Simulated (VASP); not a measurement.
## BaTiO3 (space group Amm2): computed properties

These are r2SCAN meta-GGA, VASP's PBE PAW potentials (set 64) (plane waves; VASP) values and carry that method's errors.

```
Item                                                                                                                 Result
---------------------------------------------  ----------------------------------------------------------------------------
space group                                                                                                       Amm2 (38)
cell                                           a = 3.9849 Å, b = 5.7236 Å, c = 5.7532 Å, α = 90.00°, β = 90.00°, γ = 90.00°
volume per atom                                                                                               13.12 Å³/atom
band gap (over mesh and band path)                                                                                  2.56 eV
smallest direct gap (over mesh and band path)                                                                       3.00 eV
band-edge character                                                                             indirect, E0-T at 0.25 to Γ
density                                                                                                          5.90 g/cm³
mean ε∞ (independent particles)                                                                                        5.51
```

```cif
data_Ba2O6Ti2
_chemical_formula_sum 'Ba2 Ti2 O6'
_space_group_name_H-M_alt 'Amm2'
_space_group_IT_number 38
_space_group_name_Hall 'A 2 -2'
_cell_length_a 3.98494
_cell_length_b 5.72364
_cell_length_c 5.75321
_cell_angle_alpha 90.000
_cell_angle_beta 90.000
_cell_angle_gamma 90.000
loop_
_atom_site_label
_atom_site_type_symbol
_atom_site_symmetry_multiplicity
_atom_site_Wyckoff_symbol
_atom_site_fract_x
_atom_site_fract_y
_atom_site_fract_z
_atom_site_occupancy
Ba1 Ba 2 a 0.00000 0.00000 0.00365 1
Ti1 Ti 2 b 0.50000 0.50000 0.01894 1
O1 O 4 e 0.50000 0.25654 0.23460 1
O2 O 2 a 0.00000 0.00000 0.48809 1
```
(The calculation used a cell of 5 atoms; values per cell refer to that cell.)

The path is coarsely sampled, so an indirect gap can come out somewhat too large. Unless said otherwise, spin-orbit coupling is left out, though it shifts the bands of the heavy elements here.

The structure comes from a computed database's BaTiO3 entry (Amm2); how it stands against other phases isn't given here. It was relaxed first. Symmetry was kept, so distortions that lower it aren't found.
